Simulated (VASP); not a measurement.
Here is the system:

```
CELL_PARAMETERS angstrom
      0.00000     2.01500     2.01500
      2.01500     0.00000     2.01500
      2.01500     2.01500     0.00000
ATOMIC_POSITIONS crystal
  Li 0.00000 0.00000 0.00000
  F  0.50000 0.50000 0.50000
```

Computed with rev-vdW-DF2, VASP's PBE PAW potentials (set 64) (plane waves; VASP). Settings: 520 eV cut-off, Gaussian smearing of 0.050 eV, potentials Li_sv F.

Question: Give the energies of bands 3 to 6 at the high-symmetry points, in eV from the valence-band maximum.

Answer: 
| band | Γ | X | U | L | W |
|---|---|---|---|---|---|
| 3 | 0.00 | -3.00 | -2.50 | -2.51 | -2.08 |
| 4 | 0.00 | -1.00 | -1.56 | -0.23 | -2.08 |
| 5 | 0.00 | -1.00 | -0.74 | -0.23 | -0.80 |
| 6 | 9.13 | 14.80 | 14.48 | 10.78 | 15.05 |

The gap is direct, 9.13 eV, from the valence maximum at Γ to the conduction minimum at Γ.

Measured: gap 15.35 eV (computed value off by -6.22 eV), as given by Wei Chen et al., Physical Review Materials (2018), doi:10.1103/physrevmaterials.2.073803 [zero-point renormalisation of 1.15 eV added back (the table's ZPR column)].

The compound is LiF in the rock salt structure. The cell was not relaxed at this level.
